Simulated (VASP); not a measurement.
Level of theory: RPBE GGA, VASP's PBE PAW potentials (set 64) (plane waves; VASP 6.6.1).

The input files of a VASP run:

**INCAR**
```
! general
SYSTEM   =  GaAs
PREC     =  Accurate
ENCUT    =  520
LREAL    =  .FALSE.
LASPH    =  .TRUE.

! electronic loop
EDIFF    =  1E-6
NELM     =  100
ALGO     =  Normal
LMAXMIX  =  4

! smearing
ISMEAR   =  0
SIGMA    =  0.05

! functional
GGA      =  RP

! ions
IBRION   =  2
NSW      =  60
ISIF     =  3
EDIFFG   =  -0.01

! output
LWAVE    =  .FALSE.
LCHARG   =  .FALSE.
```

### POSCAR
```
GaAs
1.0
  0.0000000000   2.8250000000   2.8250000000
  2.8250000000   0.0000000000   2.8250000000
  2.8250000000   2.8250000000   0.0000000000
Ga As
1 1
direct
  0.0000000000   0.0000000000   0.0000000000
  0.2500000000   0.2500000000   0.2500000000
```

File KPOINTS:
```
Automatic
0
Gamma
 7 7 7
0 0 0
```

POTCAR, in this order: Ga_d As (PBE.64 set). Program: vasp_std.

Energy and stress use the plane-wave basis of the starting cell.

**Question.** Estimate the energy per atom (σ→0), volume per atom, band gap (on the k-mesh).

**Answer.** 
- energy per atom (σ→0) = -3.795 eV/atom
- band gap (on the k-mesh) = 0.05 eV
- volume per atom = 24.50 Å³/atom

File OSZICAR:
```
...
DAV:   2    -0.761560835121E+01    0.91659E-01   -0.18196E-01   630   0.104E+01    0.904E-01
DAV:   3    -0.759308893013E+01    0.22519E-01   -0.27737E-02   685   0.317E+00    0.210E-01
DAV:   4    -0.759101769831E+01    0.20712E-02   -0.25470E-03   583   0.710E-01    0.697E-02
DAV:   5    -0.759072381668E+01    0.29388E-03   -0.23548E-04   615   0.231E-01    0.140E-02
DAV:   6    -0.759072385685E+01   -0.40173E-07   -0.13763E-05   777   0.439E-02    0.733E-03
DAV:   7    -0.759072675767E+01   -0.29008E-05   -0.67075E-06   585   0.316E-02    0.227E-03
DAV:   8    -0.759072643110E+01    0.32656E-06   -0.94991E-07   420   0.134E-02
   3 F= -.75907264E+01 E0= -.75906207E+01  d E =-.617007E-01
```

The compound is GaAs in the zinc blende structure. This run relaxes it. Symmetry was kept, so distortions that lower it aren't found.
